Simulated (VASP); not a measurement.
Calculation: AM05 GGA, VASP's PBE PAW potentials (set 64) (plane waves; VASP).

A VASP calculation is set up with these files.

File KPOINTS:
```
k-points along high-symmetry lines
15
Line-mode
Reciprocal
  0.000000   0.000000   0.000000 ! GAMMA
  0.500000   0.000000   0.500000 ! X

  0.500000   0.000000   0.500000 ! X
  0.625000   0.250000   0.625000 ! U

  0.375000   0.375000   0.750000 ! K
  0.000000   0.000000   0.000000 ! GAMMA

  0.000000   0.000000   0.000000 ! GAMMA
  0.500000   0.500000   0.500000 ! L

  0.500000   0.500000   0.500000 ! L
  0.500000   0.250000   0.750000 ! W

  0.500000   0.250000   0.750000 ! W
  0.500000   0.000000   0.500000 ! X
```

### INCAR
```
! general
SYSTEM  = PbSe
PREC    = Accurate
ENCUT   = 520
LREAL   = .FALSE.
LASPH   = .TRUE.
ICHARG  = 11

! electronic loop
EDIFF   = 1E-7
NELM    = 100
ALGO    = Normal
LMAXMIX = 4

! smearing
ISMEAR  = 0
SIGMA   = 0.05

! functional
GGA     = AM

! output
LWAVE   = .FALSE.
LCHARG  = .FALSE.
LORBIT  = 11
```

File POSCAR:
```
PbSe
3.060
  0.0000000000   1.0000000000   1.0000000000
  1.0000000000   0.0000000000   1.0000000000
  1.0000000000   1.0000000000   0.0000000000
Pb Se
1 1
Direct
  0.0000000000   0.0000000000   0.0000000000
  0.5000000000   0.5000000000   0.5000000000
```

POTCAR, in this order: Pb_d Se (PBE.64 set). Program: vasp_std. Read from the step before: CHGCAR.

The resulting files:

OUTCAR:
```
 ion  position               nearest neighbor table
   1  0.000  0.000  0.000-   2 3.06   2 3.06   2 3.06   2 3.06   2 3.06   2 3.06
   2  0.500  0.500  0.500-   1 3.06   1 3.06   1 3.06   1 3.06   1 3.06   1 3.06
  LATTYP: Found a face centered cubic cell.
 ALAT       =     6.1200000000
 Subroutine PRICEL returns:
 Original cell was already a primitive cell.
 Subroutine GETGRP returns: Found 48 space group operations
The static configuration has the point symmetry O_h .
The dynamic configuration has the point symmetry O_h .
 Subroutine INISYM returns: Found 48 space group operations
   k-points           NKPTS =     90   k-points in BZ     NKDIM =     90   number of bands    NBANDS=     14
   number of dos      NEDOS =    301   number of ions     NIONS =      2
   total plane-waves  NPLWV =  32768
   dimension x,y,z NGX =    32 NGY =   32 NGZ =   32
   dimension x,y,z NGXF=    64 NGYF=   64 NGZF=   64
   ions per type =               1   1
   PREC   = accura    normal or accurate (medium, high low for compatibility)
   ISTART =      0    job   : 0-new  1-cont  2-samecut
   ICHARG =     11    charge: 1-file 2-atom 10-const
   ISPIN  =      1    spin polarized calculation?
   LNONCOLLINEAR =      F non collinear calculations
   LSORBIT =      F    spin-orbit coupling
   INIWAV =      1    electr: 0-lowe 1-rand  2-diag
   ENCUT  =  520.0 eV  38.22 Ry    6.18 a.u.   8.05  8.05  8.05*2*pi/ulx,y,z
   NELM   =    100;   NELMIN=  2; NELMDL= -5     # of ELM steps
   EDIFF  = 0.1E-06   stopping-criterion for ELM
   LREAL  =      F    real-space projection
   NLSPLINE    = F    spline interpolate recip. space projectors
   LMAXMIX     =    4 max onsite mixed and CHGCAR
   VOSKOWN=      0    Vosko Wilk Nusair interpolation
   EDIFFG = 0.1E-05   stopping-criterion for IOM
   NSW    =      0    number of steps for IOM
   NBLOCK =      1;   KBLOCK =      1    inner block; outer block
   IBRION =     -1    ionic relax: 0-MD 1-quasi-New 2-CG
   NFREE  =      0    steps in history (QN), initial steepest desc. (CG)
   ISIF   =      2    stress and relaxation
   ISYM   =      2    0-nonsym 1-usesym 2-fastsym
   TEIN   =    0.0    initial temperature
   TEBEG  =    0.0;   TEEND  =   0.0 temperature during run
   SMASS  =  -3.00    Nose mass-parameter (am)
   PSTRESS=    0.0 pullay stress
   NELECT =      20.0000    total number of electrons
   EFERMI =   0.00;   METHOD = LEGACY
   ISMEAR =     0;   SIGMA  =   0.05  broadening in eV -4-tet -1-fermi 0-gaus
   IALGO  =     38    algorithm
   LDIAG  =      T    sub-space diagonalisation (order eigenvalues)
   IMIX   =      4    mixing-type and parameters
     AMIX     =   0.40;   BMIX     =  1.00
     AMIX_MAG =   1.60;   BMIX_MAG =  1.00
     AMIN     =   0.10
   GGA     = AM    functional components
   VOSKOWN =     0    Vosko Wilk Nusair interpolation
   LHFCALC =     F    Hartree Fock is set to
   LHFONE  =     F    Hartree Fock one center treatment
   AEXX    =    0.0000 exact exchange contribution
   IVDW    =     0    specifies the selected vdW correction
   LEPSILON=     F    determine dielectric tensor
   LRPA    =     F    only Hartree local field effects (RPA)
  energy-cutoff  :      520.00
  volume of cell :       57.31
      direct lattice vectors                 reciprocal lattice vectors
     0.000000000  3.060000000  3.060000000    -0.163398693  0.163398693  0.163398693
     3.060000000  0.000000000  3.060000000     0.163398693 -0.163398693  0.163398693
     3.060000000  3.060000000  0.000000000     0.163398693  0.163398693 -0.163398693
 k-point     1 :   0.0000 0.0000 0.0000  plane waves:    1471
 k-point     2 :   0.0357 0.0000 0.0357  plane waves:    1479
 k-point     3 :   0.0714 0.0000 0.0714  plane waves:    1499
 k-point     4 :   0.1071 0.0000 0.1071  plane waves:    1515
 k-point     5 :   0.1429 0.0000 0.1429  plane waves:    1523
 k-point     6 :   0.1786 0.0000 0.1786  plane waves:    1531
 k-point     7 :   0.2143 0.0000 0.2143  plane waves:    1535
 k-point     8 :   0.2500 0.0000 0.2500  plane waves:    1523
 k-point     9 :   0.2857 0.0000 0.2857  plane waves:    1551
 k-point    10 :   0.3214 0.0000 0.3214  plane waves:    1548
...
```

File OSZICAR:
```
       N       E                     dE             d eps       ncg     rms          rms(c)
DAV:   1     0.157283736360E+03    0.15728E+03   -0.97858E+03  2534   0.146E+03
DAV:   2     0.312977742199E+01   -0.15415E+03   -0.15078E+03  2646   0.353E+02
DAV:   3    -0.864794133749E+01   -0.11778E+02   -0.11528E+02  3408   0.103E+02
DAV:   4    -0.891595337860E+01   -0.26801E+00   -0.26786E+00  2752   0.187E+01
DAV:   5    -0.892527742329E+01   -0.93240E-02   -0.93237E-02  3468   0.336E+00
DAV:   6    -0.892573809623E+01   -0.46067E-03   -0.46067E-03  3354   0.645E-01
DAV:   7    -0.892574256343E+01   -0.44672E-05   -0.44672E-05  3630   0.565E-02
DAV:   8    -0.892574262732E+01   -0.63897E-07   -0.64506E-07  3130   0.759E-03
   1 F= -.89257426E+01 E0= -.89257421E+01  d E =-.985279E-06
```

OUTCAR:
```
 val. band max:        4.9813980106   @ k =   0.5000   0.5000   0.5000

 cond. band min:       5.2487691375   @ k =   0.5000   0.5000   0.5000



 k-point     1 :       0.0000    0.0000    0.0000
  band No.  band energies     occupation
      1     -11.8268      2.00000
      2     -11.8268      2.00000
      3     -11.8268      2.00000
      4     -11.8220      2.00000
      5     -11.8220      2.00000
      6      -8.6099      2.00000
      7      -1.3488      2.00000
      8       3.1127      2.00000
      9       3.1127      2.00000
     10       3.1127      2.00000
     11       9.6805      0.00000
     12       9.6805      0.00000
     13       9.6805      0.00000
     14      11.4847      0.00000

 k-point     2 :       0.0357    0.0000    0.0357
  band No.  band energies     occupation
      1     -11.8270      2.00000
      2     -11.8263      2.00000
      3     -11.8263      2.00000
      4     -11.8228      2.00000
      5     -11.8218      2.00000
      6      -8.5967      2.00000
      7      -1.3948      2.00000
      8       3.0930      2.00000
      9       3.0930      2.00000
     10       3.1935      2.00000
     11       9.3987      0.00000
     12       9.6546      0.00000
     13       9.6546      0.00000
     14      11.3538      0.00000

 k-point     3 :       0.0714    0.0000    0.0714
  band No.  band energies     occupation
      1     -11.8277      2.00000
      2     -11.8252      2.00000
      3     -11.8247      2.00000
      4     -11.8247      2.00000
      5     -11.8211      2.00000
      6      -8.5571      2.00000
      7      -1.5206      2.00000
      8       3.0353      2.00000
      9       3.0353      2.00000
     10       3.4176      2.00000
     11       8.7446      0.00000
     12       9.5977      0.00000
     13       9.5977      0.00000
     14      11.0583      0.00000

 k-point     4 :       0.1071    0.0000    0.1071
  band No.  band energies     occupation
      1     -11.8294      2.00000
...
```

The density is held fixed in this step, so its total energy and stress have no physical meaning. Unless said otherwise, spin-orbit coupling is left out, though it shifts the bands of the heavy elements here.

The compound is PbSe in the rock salt structure. The cell was not relaxed at this level.
